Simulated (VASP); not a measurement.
Take NaF (rock salt), without spin-orbit terms, in VASP with PAW potentials, and its band gap.  The mesh is coarse and the basis finite, so the quasiparticle values are not converged.

**Question.** One run gives 6.26 eV. Which level is it?
(A) rev-vdW-DF2 (own cell)
(B) G0W0@PBE (starting cell)
(C) evGW0@PBE (starting cell)
(D) Hartree-Fock (PBE cell)

**Answer.** A, rev-vdW-DF2 (own cell).  The others give 10.74 (G0W0@PBE (starting cell)), 18.01 (Hartree-Fock (PBE cell)), 11.54 (evGW0@PBE (starting cell)).

Only levels that ran to the end are used. Left out are those held back, those with too coarse a band path, GW runs whose mesh misses a band edge, hybrids' fits of cells that aren't cubic and levels without matching references; a question may draw on a part of the rest.

The compound is NaF in the rock salt structure.
